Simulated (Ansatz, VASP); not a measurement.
## Cross-check of Co (Cobalt) between VASP and Ansatz

Aim: how closely do two programs agree when they are given the same cell, functional and k mesh? The cell is taken from a series of runs on this material, whose earlier steps may have relaxed, scaled, displaced or heated it; both programs get it as it stands.

Calculated with Ansatz 0.2.0; plane waves, with VASP 6.6.1 beside it; relaxation of cell and atoms at RPBE.

## 1. The starting structure

It takes space group P6_3/mmc (No. 194, hexagonal). Conventional cell: a = 2.507 Å, b = 2.507 Å, c = 4.070 Å, α = 90.00°, β = 90.00°, γ = 120.00°. Co has 12 Co at 2.50 to 2.51 Å nearest.

## 2. Ansatz: relaxation of cell and atoms, RPBE

Ansatz runs on its default PAW (the set named soft_2) files.

The relaxed volume is the usual yardstick between codes: in a stiff, nearly cubic crystal its relative difference is about their pressure difference at one cell divided by the bulk modulus.

The input, input.yaml:

```yaml
crystal:
  lattice:
    - [2.5074, 0.0, 0.0]
    - [-1.2537, 2.1714720974, 0.0]
    - [0.0, 0.0, 4.0699]
  atoms:
    - { symbol: Co, position: [0.3333333333, 0.6666666667, 0.25], spin: 3.0 }
    - { symbol: Co, position: [0.6666666667, 0.3333333333, 0.75], spin: 3.0 }
kpoints:
  mp_grid: { grid: [18, 18, 10] }
hamiltonian:
  xc: rpbe
scf:
  occupations: { method: gaussian, width: 0.1 }
output:
  forces: true
  stress: true
  eigenvalues: true
  populations: true
magnetization:
  spin_polarized: true
relax:
  adjacent_minimum: "off"
  f_tol: 0.005
  max_steps: 60
  cell: { stress_tol: 0.03 }
```

Run with:

```sh
ansatz run input.yaml --threads 4 --pin off --max-ram 16384MiB --backend cpu --events-out ev --progress --plain --runs-dir out
```

Numbers of over 12 decimals in the logs are rounded to 6 here.

Log:

```text
Engine: ansatz 0.2.0, x86_64-unknown-linux-gnu
Pseudopotentials: kind: paw
Pseudopotential: Co, paw, valence charge 17, recommended cutoff 420 eV (normal), Co.paw.azcp
Functional definition: RPBE
  parameter kappa = 0.804
  parameter beta = 0.066725
  exchange = rpbe_x(kappa = kappa, mu = beta*pi^2/3)
  correlation = pbe_c(beta = beta)
Crystal: 2 atoms, lattice volume = 22.160 Å³
Basis set: ecut = 420 eV, 415 PW (Γ), exchange–correlation on 36×36×60 points (8 copies of the dense FFT grid, shifted against one another)
Bands: 24, of which v1, the nominal top of the filled ones, is band 17 counted from 1 (16 counted from 0)
Symmetry: 24 space group operations
Space group: P63/mmc (ITA 194), of the structure as read, at distance tolerance 2.8e-5 Å
Magnetic group: BNS 194.263 (UNI 1493), of the structure as read, at distance tolerance 2.8e-5 Å
k-points: 222 of 3240
Non-local potential: Co, projectors of the file, l = 0: 3, l = 1: 2, l = 2: 3, l = 3: 1
PAW form: soft (Blöchl's): semilocal exchange-correlation on the pseudo side does not see the compensation charge
PAW frozen core: Co, regenerated for the run's functional, and the local potential with it (the file was generated under x = pbe(κ = 0.804, μ = 0.219515), c = pbe(β = 0.066725))
PAW one-centre angular grid: Co, 590 points (default); XC on 64 Gauss nodes
Initial density: superposition of atomic densities (chi_scale 0.1, normalization cell)
Starting moments: Σ|m| = 6 μB on 2 of 2 sites
Initial wavefunctions: pseudopotential atomic-orbital guess
Functional: x = rpbe, c = pbe(β = 0.066725)
SCF iter   1: F=—  HF=-10260.557892 eV  |F-HF|=—  |Δ(HF+E_count)|=         —  Δρ=1.15e-1 (↑1.15e-1 ↓4.29e-2)  dr2=2.23e0  dr2_m=6.73e-1  M=4.377 μB ∫|m|=4.630 μB  β_m=0.30  ethr=3.10e-3  ⟨swp⟩=5.2  Hψ=39184  notcnv=0
Mixer restart at iter 1: flushing history
preconditioner: auto → none  [metal: Δε(μ)=0.009 eV  Ē_g=10.786 eV  σ=0.100 eV  W_gap=0.05  n_scr=8 (ndim 8)  ℏωp=33.5 eV  f_vac=0.000  D(μ)=1.85/eV (n_scr^D=22)  sad-step TF]
SCF iter   2: F=—  HF=-10260.198632 eV  |F-HF|=—  |Δ(HF+E_count)|=   3.59e-1  Δρ=6.20e-2 (↑6.20e-2 ↓4.01e-2)  dr2=2.00e-1  dr2_m=4.96e-1  M=4.191 μB ∫|m|=4.493 μB  β_m=0.44  ethr=3.10e-3  ⟨swp⟩=2.5  Hψ=18758  notcnv=0  defer=827
SCF iter   3: F=—  HF=-10261.594206 eV  |F-HF|=—  |Δ(HF+E_count)|=         —  Δρ=6.97e-2 (↑6.97e-2 ↓6.76e-2)  dr2=3.98e-3  dr2_m=9.57e-1  M=3.533 μB ∫|m|=3.862 μB  β_m=0.44  ethr=5.89e-4  ⟨swp⟩=2.5  Hψ=16239  notcnv=0  defer=831
Mixer restart at iter 3: flushing history
SCF iter   4: F=—  HF=-10261.823661 eV  |F-HF|=—  |Δ(HF+E_count)|=   2.29e-1  Δρ=5.47e-2 (↑3.59e-2 ↓5.47e-2)  dr2=5.11e-2  dr2_m=4.13e-1  M=3.436 μB ∫|m|=3.782 μB  β_m=0.72  ethr=1.17e-5  ⟨swp⟩=2.0  Hψ=19245  notcnv=0  defer=831
SCF iter   5: F=—  HF=-10262.345764 eV  |F-HF|=—  |Δ(HF+E_count)|=   5.22e-1  Δρ=5.18e-2 (↑5.18e-2 ↓3.54e-2)  dr2=8.42e-1  dr2_m=1.45e-2  M=3.253 μB ∫|m|=3.637 μB  β_m=0.52  ethr=1.17e-5  ⟨swp⟩=3.7  Hψ=30731  notcnv=0  defer=775
SCF iter   6: F=—  HF=-10262.084743 eV  |F-HF|=—  |Δ(HF+E_count)|=   2.61e-1  Δρ=4.19e-3 (↑3.45e-3 ↓4.19e-3)  dr2=9.33e-3  dr2_m=1.19e-4  M=3.234 μB ∫|m|=3.622 μB  β_m=0.63  ethr=1.17e-5  ⟨swp⟩=3.2  Hψ=28623  notcnv=0  defer=863
SCF iter   7: F=—  HF=-10262.081874 eV  |F-HF|=—  |Δ(HF+E_count)|=   2.87e-3  Δρ=4.68e-4 (↑3.22e-4 ↓4.68e-4)  dr2=2.62e-5  dr2_m=1.54e-5  M=3.235 μB ∫|m|=3.622 μB  β_m=0.78  ethr=1.17e-5  ⟨swp⟩=2.0  Hψ=14663  notcnv=0  defer=861
SCF iter   8: F=—  HF=-10262.081912 eV  |F-HF|=—  |Δ(HF+E_count)|=   3.80e-5  Δρ=3.12e-4 (↑3.12e-4 ↓1.65e-4)  dr2=2.27e-5  dr2_m=1.70e-6  M=3.236 μB ∫|m|=3.622 μB  β_m=0.89  ethr=7.70e-8  ⟨swp⟩=2.0  Hψ=14790  notcnv=0  defer=861
SCF iter   9: F=—  HF=-10262.081910 eV  |F-HF|=—  |Δ(HF+E_count)|=   1.62e-6  Δρ=3.94e-5 (↑1.43e-5 ↓3.94e-5)  dr2=3.06e-7  dr2_m=8.18e-8  M=3.236 μB ∫|m|=3.621 μB  β_m=0.86  ethr=6.67e-8  ⟨swp⟩=2.1  Hψ=14837  notcnv=0  defer=861
SCF iter  10: F=—  HF=-10262.081910 eV  |F-HF|=—  |Δ(HF+E_count)|=   1.39e-7  Δρ=3.84e-6 (↑3.48e-6 ↓3.84e-6)  dr2=3.06e-9  dr2_m=9.08e-10  M=3.236 μB ∫|m|=3.621 μB  β_m=0.93  ethr=9.01e-10  ⟨swp⟩=2.0  Hψ=17827  notcnv=0  defer=861
SCF iter  11: F=-10262.081910 eV  HF=-10262.081910 eV  |F-HF|=1.62e-9  |Δ(HF+E_count)|=   6.79e-9  Δρ=3.51e-6 (↑1.70e-6 ↓3.51e-6)  dr2=2.23e-9  dr2_m=2.03e-10  M=3.236 μB ∫|m|=3.621 μB  ethr=9.00e-12  ⟨swp⟩=4.7  Hψ=37187  notcnv=0
SCF 1 converged in 11 iterations: F = -10262.081910 eV  dr2 = 2.23e-9
  greatest PAW one-centre occupation: 1.001 electrons in one spin orbital (limit 2), on the Co atom at site 1 (counted from 0), in its partial waves of l = 1
relax step   1: F+E_penalty+E_count = -10262.08191044 eV  Δ(F+E_penalty+E_count) = +0.000e0 eV  max|allowed force component| = 2.313e-18 eV/Å  Δτ_max = 0.0000 Å  P = +1.244 GPa  Ω = 22.160 Å³  (11 SCF iters, dr2 threshold 1.00e-7 eV, accepted)
[...]
relax step   2: F+E_penalty+E_count = -10262.08229192 eV  Δ(F+E_penalty+E_count) = -3.815e-4 eV  max|allowed force component| = 8.327e-17 eV/Å  Δτ_max = 0.0000 Å  P = +0.565 GPa  Ω = 22.234 Å³  energy of the carried Pulay correction = -8.029e-5 eV  (7 SCF iters, dr2 threshold 2.00e-7 eV, accepted)
[...]
relax step   3: F+E_penalty+E_count = -10262.08235252 eV  Δ(F+E_penalty+E_count) = -6.060e-5 eV  max|allowed force component| = 3.701e-17 eV/Å  Δτ_max = 0.0000 Å  P = +0.006 GPa  Ω = 22.297 Å³  energy of the carried Pulay correction = -1.476e-4 eV  (7 SCF iters, dr2 threshold 2.00e-7 eV, accepted)
[...]
relax step   4: F+E_penalty+E_count = -10262.08249267 eV  Δ(F+E_penalty+E_count) = -1.401e-4 eV  max|allowed force component| = 3.701e-17 eV/Å  Δτ_max = 0.0000 Å  P = +0.012 GPa  Ω = 22.297 Å³  stress off target by 2.27e-2 GPa  SCF on the basis re-selected at this cell (its energy is not comparable with the rows above)  (9 SCF iters)
basis re-selected at this cell: Δ(F+E_penalty+E_count) = -1.401e-4 eV, ΔP = +0.006 GPa vs the last step (what re-selecting the basis moved, of the pressure what is left beyond the Pulay correction that the steps carried, after the strain that the cell walked since its last selection, with what the two solves' SCF thresholds leave and, on support functions, any second-order correction that the steps lacked; it is no m [...]
SCF converged after 9 iterations
Magnetization: 3.2435 μB (18.6218 up, 15.3782 down)
Absolute magnetization: 3.6344 μB (∫|ρ↑−ρ↓|, with the PAW one-centre terms)
Spin contamination: 0.0679 ħ² per cell (⟨S²⟩ above its minimum at these occupations)
Per-site moments (μB) at R_I (Å): [(1.710208, 1.031587), (1.710208, 1.031587)]
Free energy (F): -10262.082493 eV
Harris-Foulkes:  -10262.082493 eV  (|F-HF|=5.46e-12)
Internal energy: -10262.073713 eV  (E = F + TS)
E sigma→0 (E₀):  -10262.078103 eV
Entropy (-TS):   -0.008780 eV (-4.390 meV/atom)
Fermi energy:    18.254482 eV
--- Per-component energies (eV) ---
  E_band       = -504.173773
  E_kinetic    = 905.367466
  E_local      = -5741.791237  (includes V_loc(G=0)·N_el)
  E_nonlocal   = 907.141218
  E_hartree    = 2405.355158
  E_xc         = -317.818323
  E_vxc        = -409.433876  (∫ρ·V_xc dr)
  E_paw        = -3040.086510  (= ΣΔE_a)
  E_vpaw       = -976.167873  (= ΣTr[D̂ρ^β])
  E_aug_tail   = 0.000206  (compensation charges beyond the density's cutoff)
  E_ewald      = -5380.149050
  E_core_change = -0.092639  (= ΣΔE_core)
  E_smearing   = -0.008780  (= −TS)
  E_closure    = 0.000000  (closes the sum)
  Σ components = -10262.082493   (vs F -10262.082493, Δ=0.00e0)
--- Forces (eV/Å), atoms counted from 1 ---
  atom   1  Co    -0.00000000     0.00000000     0.00000000
  atom   2  Co     0.00000000    -0.00000000     0.00000000
  max |Σ_I F_I| component: 4.63e-18 eV/Å
--- Stress (GPa, compression-positive) ---
        0.022734      -0.000000       0.000000
       -0.000000       0.022734       0.000000
        0.000000       0.000000      -0.009780
  P = ⅓ Tr σ = 0.0119 GPa (0.119 kbar)
--- Band table (eV; the first three rows and the last of 444) ---
  k-point 0 ↑: bands = [... 13 lower, 15.9419, 15.9419, 16.2755, 16.2755, 17.3299, 17.3299, 18.0708, 24.2804, ... 3 higher]
  k-point 1 ↑: bands = [... 13 lower, 15.9153, 15.9153, 16.3373, 16.3373, 17.3249, 17.3249, 17.6608, 24.8868, ... 3 higher]
  k-point 2 ↑: bands = [... 13 lower, 15.8443, 15.8443, 16.4874, 16.4874, 16.7953, 17.3039, 17.3039, 26.3677, ... 3 higher]
  k-point 221 ↓: bands = [... 13 lower, 16.5250, 18.0970, 18.0970, 19.3249, 19.3249, 24.3364, 24.3364, 25.9933, ... 3 higher]
--- Relaxed structure (3 steps of the walk, 3 accepted, 1 SCFs on fresh bases) ---
  F+E_penalty+E_count = -10262.08249267 eV   max|allowed force component| = 3.701e-17 eV/Å   (the final SCF, on the basis selected at the relaxed cell)
  cell:  # Å, volume = 22.2970 Å³
    - [2.514272, 0.0, 0.0]
    - [-1.257136, 2.177423, 0.0]
    - [0.0, 0.0, 4.072786]
  atoms:
    - { symbol: Co, position: [0.333333, 0.666667, 0.25] }
    - { symbol: Co, position: [0.666667, 0.333333, 0.750000] }
--- Löwdin populations: 2 sites ---
  site symbol       q [e]    m [muB]
     0     Co     16.7778     1.6951
     1     Co     16.7778     1.6951
  spilling = 0.013071 (of n_electrons = 34.000000)
```

The column dr2 measures how far the density is from self-consistency, as an energy; F and HF (Harris–Foulkes) agree once it is small.

(Continued in part 2 of 2.)

[Lines on the potential files, build, host, timing and source positions are cut from VASP's logs without a mark.]

[Logs are printed without paths, hosts, clocks, repeated set-up lines and the standing remarks that a program may print on its own settings, such as how far it seeks lower states.]

[Hosts, paths, dates, database ids (printed as entryN), source tags and the programs' standing remarks are cut or masked in the printed files.]
